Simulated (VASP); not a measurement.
A hop in MgO (rock salt): Li into a Mg vacancy, in a supercell of 63 atoms with charge -2. Nudged elastic band with 3 images between relaxed ends, without a climbing image, so the barrier is a lower bound. Computed with PBE GGA, VASP's PBE PAW potentials (set 64) (plane waves; VASP 6.6.1). Run with PREC = Normal, LREAL = Auto, ISYM = 0, NELECT = 255.0, 400 eV cut-off, 1×1×1 Γ-centred mesh, Gaussian smearing of 0.050 eV, potentials Mg O Li.

The cell is charged, with a uniform compensating background. The supercell is sampled at Γ alone, which is coarse: total energies, pressure and levels can be off, energies of defects by several tenths of an eV.

First end (POSCAR):

```
LiMg30O32
1.0
     8.486959    0.000000    0.000000
     0.000000    8.486959    0.000000
     0.000000    0.000000    8.486959
Mg O Li
30 32 1
Direct
     0.500241    0.002796    0.003091
     0.746371    0.251201    0.003302
     0.746305    0.002932    0.251542
     0.000123    0.000321    0.000879
     0.253944    0.251054    0.003159
     0.500124    0.495660    0.000830
     0.748373    0.748074    0.001121
     0.254089    0.002897    0.251469
     0.740300    0.496313    0.257348
     0.500211    0.000463    0.496145
     0.740367    0.256914    0.496626
     0.748484    0.000679    0.748549
     0.000223    0.498861    0.001313
     0.251982    0.748150    0.001047
     0.000214    0.251316    0.251758
     0.260105    0.496286    0.257229
     0.500184    0.745508    0.256778
     0.000243    0.000778    0.499226
     0.260126    0.256857    0.496617
     0.743707    0.743261    0.499576
     0.251811    0.000604    0.748496
     0.500172    0.256274    0.745821
     0.743561    0.499102    0.743515
     0.000201    0.748191    0.251825
     0.000253    0.498763    0.499257
     0.256686    0.743162    0.499475
     0.000119    0.251402    0.748573
     0.256697    0.499034    0.743533
     0.500120    0.743431    0.743862
     0.000180    0.748287    0.748853
     0.755635    0.249778    0.250123
     0.000275    0.500762    0.247733
     0.000119    0.247299    0.501138
     0.244777    0.249703    0.250084
     0.500222    0.506454    0.235304
     0.751146    0.749746    0.250362
     0.000209    0.998582    0.249195
     0.500274    0.234926    0.506838
     0.764982    0.500115    0.500484
     0.000321    0.752591    0.500775
     0.751125    0.249939    0.750108
     0.000207    0.500302    0.752972
     0.000162    0.248765    0.998988
     0.249323    0.749710    0.250267
     0.500222    0.991998    0.247718
     0.235493    0.500002    0.500421
     0.500128    0.764696    0.501392
     0.752270    0.999655    0.500125
     0.249177    0.249866    0.750067
     0.500132    0.500924    0.765078
     0.750364    0.749772    0.750218
     0.000108    0.999328    0.751031
     0.500145    0.247292    0.992259
     0.752195    0.499758    0.000135
     0.000160    0.750632    0.999864
     0.248133    0.999795    0.500066
     0.249940    0.749803    0.750196
     0.500158    0.998320    0.752480
     0.248132    0.499731    0.000130
     0.500197    0.752152    0.998665
     0.750999    0.999634    0.999969
     0.249306    0.999511    0.999932
     0.500097    0.256144    0.256666
```

Last end:

```
LiMg30O32
1.0
     8.486959    0.000000    0.000000
     0.000000    8.486959    0.000000
     0.000000    0.000000    8.486959
Mg O Li
30 32 1
Direct
     0.500268    0.006267    0.006610
     0.743764    0.250403    0.006785
     0.743541    0.006435    0.250755
     0.000214    0.001232    0.001674
     0.256735    0.250405    0.006932
     0.500167    0.492910    0.004595
     0.748434    0.748780    0.001795
     0.256752    0.006478    0.250827
     0.740210    0.492605    0.253582
     0.500067    0.004228    0.493413
     0.740209    0.253131    0.492950
     0.748545    0.001468    0.749245
     0.000280    0.498037    0.002010
     0.252034    0.749008    0.001932
     0.000212    0.250687    0.251168
     0.260193    0.492639    0.253727
     0.500146    0.749007    0.254318
     0.000199    0.001497    0.498310
     0.260120    0.253339    0.493087
     0.746272    0.746804    0.498828
     0.251921    0.001600    0.749277
     0.500176    0.253813    0.749520
     0.746336    0.498443    0.747104
     0.000120    0.748774    0.250937
     0.000083    0.498035    0.498485
     0.253942    0.746719    0.498893
     0.000175    0.250633    0.749208
     0.254028    0.498556    0.747192
     0.500216    0.747019    0.747328
     0.000221    0.749175    0.749597
     0.764989    0.249500    0.249866
     0.000096    0.502224    0.249242
     0.000043    0.248838    0.502652
     0.235368    0.249588    0.250029
     0.500196    0.514408    0.243670
     0.752047    0.749731    0.250128
     0.000170    0.996922    0.249492
     0.500187    0.243274    0.514891
     0.755447    0.499905    0.500256
     0.000156    0.750962    0.501221
     0.752193    0.249764    0.750132
     0.000133    0.500895    0.751413
     0.000301    0.249150    0.997402
     0.248177    0.749736    0.250192
     0.500134    0.984834    0.248974
     0.244721    0.499899    0.500378
     0.500101    0.757666    0.502790
     0.751037    0.999961    0.499924
     0.248162    0.249862    0.750151
     0.500199    0.502328    0.757912
     0.751062    0.750133    0.750443
     0.000240    0.998859    0.750604
     0.500224    0.248587    0.985300
     0.751069    0.499526    0.000321
     0.000197    0.750210    0.999239
     0.249236    1.000065    0.499968
     0.249335    0.750184    0.750556
     0.500221    0.997544    0.751595
     0.249348    0.499606    0.000446
     0.500238    0.751181    0.997769
     0.750385    0.999723    1.000137
     0.250105    0.999836    1.000200
     0.500552    0.493224    0.494222
```

### Question
Predict the energy profile and the barrier.

### Answer

```json
[
 {"image": "0", "path length (Å)": "0.00", "E − E(first end) (eV)": "0.000"},
 {"image": "1", "path length (Å)": "0.73", "E − E(first end) (eV)": "0.340"},
 {"image": "2", "path length (Å)": "1.46", "E − E(first end) (eV)": "0.836"},
 {"image": "3", "path length (Å)": "2.19", "E − E(first end) (eV)": "0.337"},
 {"image": "4", "path length (Å)": "2.92", "E − E(first end) (eV)": "-0.002"}
]
```
The highest image is number 2 (counting the first end as 0), 1.46 Å along the path. The barrier is 0.84 eV forward and 0.84 eV back; the ends differ by 0.00 eV.

The cell is a supercell with a defect, built from MgO (rock salt): Li into a Mg vacancy, charge -2. The total moment is imposed (NUPDOWN), so this need not be the lowest spin state.
